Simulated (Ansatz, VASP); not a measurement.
# Li3Ga2: VASP beside Ansatz, part 2 of 2

Aim: how closely do two programs agree when they are given the same cell, functional and k mesh? The structure shown is frame 72 of VASP's trajectory.

VASP 6.6.1 and Ansatz 0.2.0.

So far: The structure; VASP: dynamics, PBEsol.

## (3) Ansatz: single point, PBEsol

Level of this step: Ansatz beside VASP: Kohn-Sham DFT, plane waves, PBEsol (Ansatz).

Ansatz runs on its default PAW (the set named soft_2) files.

The same cell, functional, mesh and smearing now go to Ansatz, which takes its cutoff from its data sets.

Contents of input.yaml:

```yaml
crystal:
  lattice:
    - [4.422049, 2.553071, 9.455665]
    - [-4.422049, 2.553071, 9.455665]
    - [0.0, -5.106143, 9.455665]
  atoms:
    - { symbol: Ga, position: [0.0185070584, 0.2224583715, 0.0938883324] }
    - { symbol: Ga, position: [0.933900481, 0.1732191769, 0.785416721] }
    - { symbol: Ga, position: [0.9901592913, 0.7917278402, 0.0615506383] }
    - { symbol: Ga, position: [0.2335169142, 0.5199094892, 0.5118574238] }
    - { symbol: Ga, position: [0.6840924362, 0.0684597283, 0.0140035458] }
    - { symbol: Ga, position: [0.579350295, 0.9169211813, 0.6948996364] }
    - { symbol: Ga, position: [0.7685331635, 0.5730010696, 0.009831324] }
    - { symbol: Ga, position: [0.5192900839, 0.7502233006, 0.6446407231] }
    - { symbol: Ga, position: [0.6425665355, 0.2527761917, 0.2745073046] }
    - { symbol: Ga, position: [0.2914468563, 0.6198620322, 0.8598124446] }
    - { symbol: Ga, position: [0.4375635326, 0.8568763896, 0.3905869903] }
    - { symbol: Ga, position: [0.4647633584, 0.5855906491, 0.1811056518] }
    - { symbol: Ga, position: [0.7606959613, 0.5238987209, 0.4743360752] }
    - { symbol: Ga, position: [0.0614177284, 0.3246694472, 0.7927045857] }
    - { symbol: Ga, position: [0.8453728769, 0.0263165978, 0.4409173066] }
    - { symbol: Ga, position: [0.7735469932, 0.1726314448, 0.656185859] }
    - { symbol: Li, position: [0.3116543856, 0.0092755562, 0.9723096136] }
    - { symbol: Li, position: [0.6948568037, 0.4325872088, 0.3524751682] }
    - { symbol: Li, position: [0.0297624885, 0.7784859875, 0.6606720072] }
    - { symbol: Li, position: [0.0016802666, 0.4358681284, 0.5397197294] }
    - { symbol: Li, position: [0.3708615412, 0.2213113214, 0.0142540783] }
    - { symbol: Li, position: [0.3143464055, 0.1182334271, 0.4364219775] }
    - { symbol: Li, position: [0.2285231706, 0.9370211994, 0.8410897482] }
    - { symbol: Li, position: [0.6028465301, 0.3822194633, 0.7985779914] }
    - { symbol: Li, position: [0.0950752708, 0.7167782416, 0.282163672] }
    - { symbol: Li, position: [0.464857596, 0.2509712053, 0.6641037577] }
    - { symbol: Li, position: [0.3929759328, 0.5497171629, 0.6110146552] }
    - { symbol: Li, position: [0.0755859046, 0.9171582164, 0.7268081262] }
    - { symbol: Li, position: [0.0215989017, 0.5440239133, 0.9812551677] }
    - { symbol: Li, position: [0.6650229973, 0.5239124623, 0.8649095105] }
    - { symbol: Li, position: [0.712994319, 0.884449045, 0.333160142] }
    - { symbol: Li, position: [0.657715114, 0.9101508061, 0.8910769464] }
    - { symbol: Li, position: [0.0930633153, 0.4644085899, 0.2096448444] }
    - { symbol: Li, position: [0.3460785436, 0.2145293907, 0.554283509] }
    - { symbol: Li, position: [0.2261632069, 0.8438067473, 0.3251746496] }
    - { symbol: Li, position: [0.0736406873, 0.135608793, 0.3570064097] }
    - { symbol: Li, position: [0.9138465173, 0.0666878811, 0.0801493293] }
    - { symbol: Li, position: [0.4362467535, 0.411833365, 0.1125438038] }
    - { symbol: Li, position: [0.7414980297, 0.7212078181, 0.1643177407] }
    - { symbol: Li, position: [0.8802783309, 0.6636888268, 0.6535313788] }
hamiltonian:
  xc: pbesol
  pseudopotentials: { kind: paw }
kpoints:
  mp_grid: { grid: [2, 2, 2] }
scf:
  occupations: { method: fermi_dirac, width: 0.0259 }
  n_extra_bands: 14
output:
  forces: true
  stress: true
  eigenvalues: true
```

The run is started by

```console
$ ansatz run input.yaml --threads 8 --pin off --max-ram 18432MiB --backend cpu --events-out ev --progress --plain --runs-dir out
```

Numbers of over 12 decimals in the logs are rounded to 6 here.

The log of the run:

```text
scf.n_extra_bands = 14 over 140 filled bands (N_el = 280.0): the run solves 154 bands
Engine: ansatz 0.2.0, aarch64-unknown-linux-gnu
Pseudopotentials: kind: paw
Pseudopotential: Ga, paw, valence charge 13, recommended cutoff 420 eV (normal), Ga.paw.azcp
Pseudopotential: Li, paw, valence charge 3, recommended cutoff 420 eV (normal), Li.paw.azcp
Functional definition: PBEsol
  exchange = pbesol_x
  correlation = pbesol_c
Crystal: 40 atoms, lattice volume = 640.516 Å³
Basis set: ecut = 420 eV, 12535 PW (Γ), exchange–correlation on 144×144×144 points (8 copies of the dense FFT grid, shifted against one another)
Bands: 154, of which v1, the nominal top of the filled ones, is band 140 counted from 1 (139 counted from 0)
Symmetry: 1 space group operations
Space group: P1 (ITA 1), of the structure as read, at distance tolerance 8.6e-5 Å
k-points: 8
Non-local potential: Ga, projectors of the file, l = 0: 2, l = 1: 2, l = 2: 3, l = 3: 1
Non-local potential: Li, projectors of the file, l = 0: 3, l = 1: 2, l = 2: 1
PAW form: soft (Blöchl's): semilocal exchange-correlation on the pseudo side does not see the compensation charge
PAW frozen core: Ga, regenerated for the run's functional, and the local potential with it (the file was generated under x = pbe(κ = 0.804, μ = 0.219515), c = pbe(β = 0.066725))
PAW one-centre angular grid: Ga, 590 points (default); XC on 64 Gauss nodes
PAW one-centre angular grid: Li, 110 points (default); XC on 64 Gauss nodes
Initial density: superposition of atomic densities (neutral atoms: chi_scale 0, normalization atom), corrected by the library's trained network
Initial wavefunctions: pseudopotential atomic-orbital guess
Functional: x = pbesol(κ = 0.804, μ = 0.123457), c = pbesol(β = 0.046)
SCF iter   1: F=—  HF=-64767.511608 eV  |F-HF|=—  |Δ(HF+E_count)|=         —  Δρ=3.37e-3  dr2=2.58e-1  ethr=1.77e-3  ⟨swp⟩=6.5  Hψ=5125  notcnv=0
preconditioner: auto → Kerker (q_TF=auto, 2.377 Å⁻¹)  [metal: Δε(μ)=0.026 eV  Ē_g=12.436 eV  σ=0.026 eV  W_gap=0.24  n_scr=144 (ndim 8)  ℏωp=22.3 eV  f_vac=0.000  D(μ)=13.00/eV (n_scr^D=70)]
SCF iter   2: F=—  HF=-64767.460294 eV  |F-HF|=—  |Δ(HF+E_count)|=   5.13e-2  Δρ=1.85e-3  dr2=1.10e-1  ethr=9.20e-5  ⟨swp⟩=2.0  Hψ=1576  notcnv=0  defer=17
SCF iter   3: F=—  HF=-64767.441293 eV  |F-HF|=—  |Δ(HF+E_count)|=   1.90e-2  Δρ=7.83e-4  dr2=1.20e-2  ethr=3.91e-5  ⟨swp⟩=2.0  Hψ=1495  notcnv=0  defer=17
SCF iter   4: F=—  HF=-64767.437506 eV  |F-HF|=—  |Δ(HF+E_count)|=   3.79e-3  Δρ=4.06e-4  dr2=2.89e-3  ethr=4.29e-6  ⟨swp⟩=2.0  Hψ=2144  notcnv=0  defer=17
SCF iter   5: F=—  HF=-64767.436782 eV  |F-HF|=—  |Δ(HF+E_count)|=   7.24e-4  Δρ=1.09e-4  dr2=1.75e-4  ethr=1.03e-6  ⟨swp⟩=2.0  Hψ=2147  notcnv=0  defer=17
SCF iter   6: F=—  HF=-64767.436752 eV  |F-HF|=—  |Δ(HF+E_count)|=   2.99e-5  Δρ=4.09e-5  dr2=2.91e-5  ethr=6.24e-8  ⟨swp⟩=2.0  Hψ=2144  notcnv=0  defer=17
SCF iter   7: F=—  HF=-64767.436638 eV  |F-HF|=—  |Δ(HF+E_count)|=   1.14e-4  Δρ=2.28e-5  dr2=3.49e-6  ethr=1.04e-8  ⟨swp⟩=2.0  Hψ=2150  notcnv=0  defer=17
SCF iter   8: F=—  HF=-64767.436636 eV  |F-HF|=—  |Δ(HF+E_count)|=   2.03e-6  Δρ=9.48e-6  dr2=1.04e-6  ethr=1.25e-9  ⟨swp⟩=2.0  Hψ=2144  notcnv=0  defer=17
SCF iter   9: F=—  HF=-64767.436636 eV  |F-HF|=—  |Δ(HF+E_count)|=   3.55e-7  Δρ=2.90e-6  dr2=1.59e-7  ethr=3.71e-10  ⟨swp⟩=2.0  Hψ=2135  notcnv=0  defer=17
SCF iter  10: F=-64767.436636 eV  HF=-64767.436636 eV  |F-HF|=7.69e-9  |Δ(HF+E_count)|=   2.91e-8  Δρ=9.16e-7  dr2=1.25e-8  ethr=3.57e-11  ⟨swp⟩=8.1  Hψ=4780  notcnv=0
SCF 1 converged in 10 iterations: F = -64767.436636 eV  dr2 = 1.25e-8
  greatest PAW one-centre occupation: 1.000 electrons in one spin orbital (limit 2), on the Li atom at site 23 (counted from 0), in its partial waves of l = 0
SCF converged after 10 iterations
Free energy (F): -64767.436636 eV
Harris-Foulkes:  -64767.436636 eV  (|F-HF|=7.69e-9)
Internal energy: -64767.408069 eV  (E = F + TS)
E sigma→0 (E₀):  -64767.422352 eV
Entropy (-TS):   -0.028566 eV (-0.714 meV/atom)
Fermi energy:    5.693160 eV
--- Per-component energies (eV) ---
  E_band       = -3216.134444
  E_kinetic    = 2392.373167
  E_local      = -39743.135479  (includes V_loc(G=0)·N_el)
  E_nonlocal   = 5973.217791
  E_hartree    = 18100.634206
  E_xc         = -1363.482613
  E_vxc        = -1274.231581  (∫ρ·V_xc dr)
  E_paw        = -31607.084970  (= ΣΔE_a)
  E_vpaw       = -6765.624437  (= ΣTr[D̂ρ^β])
  E_aug_tail   = -0.001587  (compensation charges beyond the density's cutoff)
  E_ewald      = -18533.736230
  E_core_change = 13.807645  (= ΣΔE_core)
  E_smearing   = -0.028566  (= −TS)
  E_closure    = -0.000000  (closes the sum)
  Σ components = -64767.436636   (vs F -64767.436636, Δ=0.00e0)
--- Forces (eV/Å), atoms counted from 1 ---
  atom   1  Ga    -0.45599200    -0.81995605     0.89456128
  atom   2  Ga    -0.38625442     0.67753175     0.16354595
  atom   3  Ga    -0.28181913     0.05487835     0.38198029
  atom   4  Ga    -0.21529999     0.15722361     0.45723525
  atom   5  Ga     0.38926640    -0.69079058    -0.28475489
  atom   6  Ga    -0.00669240    -0.09904462    -0.28826097
  atom   7  Ga     0.29151533     0.39093922    -0.50272215
  atom   8  Ga    -0.17057632     0.28437090     0.01291423
  atom   9  Ga     0.12716941    -0.07385416    -0.02067609
  atom  10  Ga    -0.11235618    -0.80233246    -0.07264957
  atom  11  Ga     0.00301789    -0.13769690    -0.38846109
  atom  12  Ga    -1.10213405    -0.03808792     0.10213781
  atom  13  Ga    -0.11221921     0.35902248    -0.34942939
  atom  14  Ga    -0.08493330    -0.48754894    -0.16337758
  atom  15  Ga     0.23837790    -0.16589818     0.13799487
  atom  16  Ga    -0.12790019     0.07521839    -0.02897261
  atom  17  Li     0.27931794     0.02437039    -0.34081644
  atom  18  Li     0.32612909     0.02922704    -0.37418059
  atom  19  Li    -0.14375218    -0.07218632    -0.34361533
  atom  20  Li    -0.07131217     0.39052162     0.00799268
  atom  21  Li    -0.08658315    -0.07355443    -0.03713514
  atom  22  Li    -0.05746080    -0.00668374    -0.17587264
  atom  23  Li     0.44327642    -0.05551875     0.14687609
  atom  24  Li    -0.32960270    -0.07048087     0.02307250
[...]
atom  33  Li     0.13529970    -0.39669837     0.16033540
  atom  34  Li     0.35096263     0.05466468    -0.06162872
  atom  35  Li     0.25276330     0.21775888    -0.04458992
  atom  36  Li    -0.10588816    -0.03564925     0.13505184
  atom  37  Li    -0.17226003    -0.09637062     0.26355363
  atom  38  Li    -0.06234382    -0.63830970    -0.33934803
  atom  39  Li    -0.29900754     0.05395723    -0.02817544
  atom  40  Li    -0.21537177     0.51443065     0.35478040
  max |Σ_I F_I| component: 2.15e-5 eV/Å
--- Stress (GPa, compression-positive) ---
        1.528801      -0.199464      -0.631677
       -0.199464       3.504373      -0.130681
       -0.631677      -0.130681       1.526002
  P = ⅓ Tr σ = 2.1864 GPa (21.864 kbar)
--- Band table (eV; the first three rows and the last of 8) ---
  k-point 0: bands = [... 136 lower, 5.1514, 5.2468, 5.3161, 5.4742, 5.7414, 5.8808, 6.1983, 6.4293, ... 10 higher]
  k-point 1: bands = [... 136 lower, 4.9592, 5.0766, 5.4904, 5.5649, 5.7704, 6.0373, 6.2323, 6.4704, ... 10 higher]
  k-point 2: bands = [... 136 lower, 4.9181, 5.1191, 5.2554, 5.4760, 5.7467, 5.7670, 6.0899, 6.3516, ... 10 higher]
  k-point 7: bands = [... 136 lower, 5.1463, 5.2925, 5.6843, 5.7041, 5.8043, 6.0515, 6.2031, 6.3093, ... 10 higher]
```

Elapsed: 17 s, on 8 threads of Arm Neoverse N1, shared host; peak memory 4.1 GiB.

The run ends at a pressure of 2.19 GPa, with forces up to 1.3 eV/Å.

## (4) Differences

Known differences besides the potentials themselves: the data sets hold 280 valence electrons in Ansatz (default PAW (the set named soft_2) files) and 72 in VASP; the cutoff is 420 eV in Ansatz and 220 eV in VASP (PREC = Normal, projectors in real space); Ansatz makes its cores anew for this functional, VASP keeps those of its PBE data sets; VASP leaves aspherical gradient terms in its spheres out (LASPH is not set), Ansatz keeps them. Total energies have different zeros and are not compared.

Forces on 7 of the 40 atoms, those with the largest forces and the largest differences (eV/Å; atoms numbered as in POSCAR):

```tsv
atom	Ansatz x, y, z	VASP x, y, z
Ga1	-0.456, -0.820, 0.895	-0.446, -0.845, 0.936
Ga2	-0.386, 0.678, 0.164	-0.381, 0.739, 0.186
Ga5	0.389, -0.691, -0.285	0.344, -0.777, -0.310
Ga10	-0.112, -0.802, -0.073	-0.082, -0.809, -0.102
Ga12	-1.102, -0.038, 0.102	-1.185, -0.020, 0.093
Li29	0.746, 0.394, 0.246	0.756, 0.399, 0.240
Li38	-0.062, -0.638, -0.339	-0.065, -0.651, -0.353
```

The forces differ by 21 meV/Å r.m.s., which is 6.4 % of the r.m.s. force of 0.33 eV/Å (both taken over all components).

## (5) What the set-up changes

Further runs change the set-up of one program: Ansatz's method, potentials or start, or VASP's data sets, cutoff or form of LDA. The table gives Ansatz less VASP for each quantity, since a change that brings one quantity closer may part another.

```tsv
run	r.m.s. force difference (meV/Å)
as above	21
cores kept as stored	21
norm-conserving potentials (cutoff 1088 eV)	17
```

## (6) Results

| Quantity | Value |
| --- | --- |
| r.m.s. force difference (single point, PBEsol) | 6.4 % of the r.m.s. force |

The r.m.s. force difference is 6.4 % of the r.m.s. force (single point, PBEsol), beyond the 3 % picked in this series as the mark of a large difference. For single point, PBEsol, no further run moves any of the tabulated differences by more than a quarter of its size. 1 further run of this series is not shown here. Such differences can come from data sets, numerical settings and the points named under the comparisons, not from the functional's error against experiment.

[Lines on the potential files, build, host, timing and source positions are cut from VASP's logs without a mark.]

[Logs are printed without paths, hosts, clocks, repeated set-up lines and the standing remarks that a program may print on its own settings, such as how far it seeks lower states.]

[Hosts, paths, dates, database ids (printed as entryN), source tags and the programs' standing remarks are cut or masked in the printed files.]
